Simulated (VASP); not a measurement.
Input:

```yaml
crystal:
  lattice:
    - [-3.42191, 3.42191, 2.98690]
    - [3.42191, -3.42191, 2.98690]
    - [3.42191, 3.42191, -2.98690]
  atoms:
    - { symbol: Ba, position: [0.00000, 0.00000, 0.00000] }
    - { symbol: P, position: [0.27381, 0.50000, 0.77381] }
    - { symbol: P, position: [0.72619, 0.50000, 0.22619] }
    - { symbol: P, position: [0.50000, 0.72619, 0.22619] }
    - { symbol: P, position: [0.50000, 0.27381, 0.77381] }
    - { symbol: Pd, position: [0.75000, 0.25000, 0.50000] }
    - { symbol: Pd, position: [0.25000, 0.75000, 0.50000] }
```

Calculation: LDA (Ceperley-Alder, Perdew-Zunger), VASP's LDA PAW potentials (set 64) (plane waves; VASP). Settings: 300 eV cut-off, 6×6×6 Γ-centred mesh, Fermi-Dirac smearing of 0.14 eV, potentials Ba_sv P Pd.

At this cut-off the stress carries a Pulay error, which pulls relaxed volumes low.

### Question
Which forces act on the atoms, in eV/Å?

### Answer

```tsv
atom	Fx	Fy	Fz
Ba1	0.000	0.000	0.000
P2	0.000	-0.392	0.000
P3	0.000	0.392	0.000
P4	0.392	0.000	0.000
P5	-0.392	0.000	0.000
Pd6	0.000	0.000	0.000
Pd7	0.000	0.000	0.000
```

### Question
Give the stress tensor in GPa (positive for a compressed cell).

### Answer

```
-4.18   0.00   0.00
 0.00  -4.18   0.00
 0.00   0.00  -5.41
```
The pressure is its mean diagonal, -4.59 GPa.

The structure comes from a computed database's BaPd2P4 entry (I4/mmm); how it stands against other phases isn't given here. The cell was not relaxed at this level.
